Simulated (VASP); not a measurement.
Here is the system:

```xyz
2
Lattice="0.0000 3.4406 3.4406 3.4406 0.0000 3.4406 3.4406 3.4406 0.0000" Properties=species:S:1:pos:R:3 pbc="T T T"
Rb     3.4406     6.8812     3.4406
Br     3.4406     3.4406     3.4406
```

All values below come from PBE GGA with D3 dispersion (Becke-Johnson damping), VASP's PBE PAW potentials (set 64) (plane waves; VASP 6.6.1). Settings: 400 eV cut-off, Gaussian smearing of 0.050 eV, potentials Rb_sv Br.

Give the energies of bands 6 to 11 at the high-symmetry points, in eV from the valence-band maximum.

| band | Γ | X | U | L | W |
|---|---|---|---|---|---|
| 6 | 0.00 | -0.47 | -0.48 | -0.97 | -0.48 |
| 7 | 0.00 | -0.16 | -0.41 | -0.34 | -0.34 |
| 8 | 0.00 | -0.16 | -0.26 | -0.34 | -0.34 |
| 9 | 4.33 | 5.62 | 6.34 | 6.78 | 7.07 |
| 10 | 7.28 | 7.08 | 8.07 | 7.67 | 7.07 |
| 11 | 7.28 | 9.15 | 8.13 | 9.45 | 8.21 |

The gap is direct, 4.33 eV, from the valence maximum at Γ to the conduction minimum at Γ.

The structure comes from a measured RbBr entry (Fm-3m) of the Crystallography Open Database, whose conditions weren't checked. It was relaxed first.
